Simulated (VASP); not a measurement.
Input:

```yaml
crystal:
  lattice:
    - [3.94530, 0.00000, 0.00000]
    - [0.00000, 3.94530, 0.00000]
    - [0.00000, 0.00000, 3.94530]
  atoms:
    - { symbol: Ti, position: [0.00000, 0.00000, 0.00000] }
    - { symbol: Pt, position: [0.00000, 0.50000, 0.50000] }
    - { symbol: Pt, position: [0.50000, 0.00000, 0.50000] }
    - { symbol: Pt, position: [0.50000, 0.50000, 0.00000] }
```

Method: PBE GGA, VASP's PBE PAW potentials (set 64) (plane waves; VASP). Settings: 400 eV cut-off, Gaussian smearing of 0.050 eV, potentials Ti_sv Pt.

Unless said otherwise, spin-orbit coupling is left out, though it shifts the bands of the heavy elements here.

**Question.** What does the run give for the band gap (along the path) with the smallest direct gap where there is one?

**Answer.** 
| Property | Value |
|---|---|
| band gap (along the path) | none (metal, semimetal or under 0.01 eV) |

Only differences to runs with the same potentials and settings are physical.

The compound is Pt3Ti in the L1_2 structure. It was relaxed first.
